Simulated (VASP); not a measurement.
Computed with PBEsol GGA with spin-orbit coupling, VASP's PBE PAW potentials (set 64) (plane waves; VASP 6.6.1).

A VASP calculation is set up with these files.

KPOINTS_OPT:
```
k-points along high-symmetry lines
8
Line-mode
Reciprocal
  0.000000   0.000000   0.000000 ! GAMMA
  0.000000   0.500000   0.000000 ! X

  0.000000   0.500000   0.000000 ! X
  0.500000   0.500000   0.000000 ! M

  0.500000   0.500000   0.000000 ! M
  0.000000   0.000000   0.000000 ! GAMMA

  0.000000   0.000000   0.000000 ! GAMMA
  0.500000   0.500000   0.500000 ! R

  0.500000   0.500000   0.500000 ! R
  0.000000   0.500000   0.000000 ! X

  0.500000   0.500000   0.500000 ! R
  0.500000   0.500000   0.000000 ! M
```

### KPOINTS
```
K-points
0
G
11 11 11
0 0 0
```

POSCAR:
```
AuZn
1.0
  3.1270379203   0.0000000000   0.0000000000
  0.0000000000   3.1270379203   0.0000000000
  0.0000000000   0.0000000000   3.1270379203
Zn Au
1 1
Direct
  0.5000000000   0.5000000000   0.5000000000
  0.0000000000   0.0000000000   0.0000000000
```

**INCAR**
```
ALGO = Normal
EDIFF = 1E-6
ENCUT = 400
GGA = PS
GGA_COMPAT = .False.
ISMEAR = 0
LASPH = .True.
LCHARG = .False.
LMAXMIX = 6
LREAL = .False.
LSORBIT = .True.
LWAVE = .False.
MAGMOM = 6*0
NELM = 100
PREC = Accurate
SIGMA = 0.05
SYSTEM = AuZn
```

POTCAR, in this order: Zn Au (PBE.64 set). Program: vasp_ncl.

What VASP printed:

### OSZICAR
```
       N       E                     dE             d eps       ncg     rms          rms(c)
DAV:   1     0.155160568770E+03    0.15516E+03   -0.94884E+03  3456   0.175E+03
DAV:   2     0.381435789743E+01   -0.15135E+03   -0.14175E+03  3468   0.378E+02
DAV:   3    -0.668077820096E+01   -0.10495E+02   -0.10285E+02  3800   0.107E+02
DAV:   4    -0.684696596829E+01   -0.16619E+00   -0.16597E+00  3690   0.132E+01
DAV:   5    -0.684933382682E+01   -0.23679E-02   -0.23678E-02  3786   0.153E+00    0.103E+01
DAV:   6    -0.628706295710E+01    0.56227E+00   -0.16842E+00  3722   0.170E+01    0.632E+00
DAV:   7    -0.625664240682E+01    0.30421E-01   -0.50222E-02  4408   0.470E+00    0.334E+00
DAV:   8    -0.624639575557E+01    0.10247E-01   -0.94256E-03  4010   0.125E+00    0.109E+00
DAV:   9    -0.624633418306E+01    0.61573E-04   -0.96774E-04  3772   0.355E-01    0.949E-02
DAV:  10    -0.624633157552E+01    0.26075E-05   -0.27161E-05  4528   0.139E-01    0.576E-02
DAV:  11    -0.624633717440E+01   -0.55989E-05   -0.16974E-05  4396   0.670E-02    0.121E-02
DAV:  12    -0.624633700320E+01    0.17120E-06   -0.15803E-06  2890   0.271E-02
   1 F= -.62463370E+01 E0= -.62456589E+01  d E =-.135629E-02  mag=     0.0000     0.0000     0.0000
       N       E                     dE             ncg
```

OUTCAR:
```
------------------------ aborting loop because EDIFF is reached ----------------------------------------
  FORCE on cell =-STRESS in cart. coord.  units (eV):
  Direction    XX          YY          ZZ          XY          YZ          ZX
  --------------------------------------------------------------------------------------
  Total       -0.0958139     -0.0958139     -0.0958139     -0.0000000      0.0000000     -0.0000000
  in kB       -5.0204135     -5.0204135     -5.0204135     -0.0000000      0.0000000     -0.0000000
  external PRESSURE =      -5.0204135 kB  Pullay stress =       0.0000000 kB
  volume of cell :       30.58
      direct lattice vectors                 reciprocal lattice vectors
     3.127037920  0.000000000  0.000000000     0.319791453  0.000000000  0.000000000
     0.000000000  3.127037920  0.000000000     0.000000000  0.319791453  0.000000000
     0.000000000  0.000000000  3.127037920     0.000000000  0.000000000  0.319791453
 POSITION                                       TOTAL-FORCE (eV/Angst)
 -----------------------------------------------------------------------------------
      1.56352      1.56352      1.56352         0.000000      0.000000      0.000000
      0.00000      0.00000      0.00000         0.000000      0.000000      0.000000
 -----------------------------------------------------------------------------------
    total drift:                               -0.000000      0.000000      0.000000
  FREE ENERGIE OF THE ION-ELECTRON SYSTEM (eV)
  ---------------------------------------------------
  free  energy   TOTEN  =        -6.2463370032 eV

  energy  without entropy=       -6.2449807102  energy(sigma->0) =       -6.24565886

 Ion:    1  E_soc:     -0.0094055

 Ion:    2  E_soc:     -0.5866971
```
(Selected blocks of OUTCAR.)

The compound is AuZn in the CsCl type structure. It was relaxed first.
